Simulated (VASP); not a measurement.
Consider the following.

```yaml
crystal:
  lattice:
    - [0.00000, 3.87577, 3.87577]
    - [3.87577, 0.00000, 3.87577]
    - [3.87577, 3.87577, 0.00000]
  atoms:
    - { symbol: Mo, position: [0.12500, 0.12500, 0.12500] }
    - { symbol: Mo, position: [0.62500, 0.12500, 0.12500] }
    - { symbol: Mo, position: [0.12500, 0.62500, 0.12500] }
    - { symbol: Mo, position: [0.12500, 0.12500, 0.62500] }
    - { symbol: Rh, position: [0.75000, 0.75000, 0.75000] }
    - { symbol: Rh, position: [0.50000, 0.50000, 0.50000] }
```

Computed with PBE GGA, VASP's PBE PAW potentials (set 64) (plane waves; VASP). Settings: 300 eV cut-off, 5×5×5 Γ-centred mesh, Gaussian smearing of 0.10 eV, potentials Mo_sv Rh_pv.

At this cut-off the stress carries a Pulay error, which pulls relaxed volumes low.

Give the stress tensor in GPa (positive for a compressed cell).

```
-29.16    0.00    0.00
  0.00  -29.16    0.00
  0.00    0.00  -29.16
```
The pressure is its mean diagonal, -29.16 GPa.

The structure was generated: Mo2Rh was put into an ordered model structure, which need not be its known phase. The cell was not relaxed at this level.
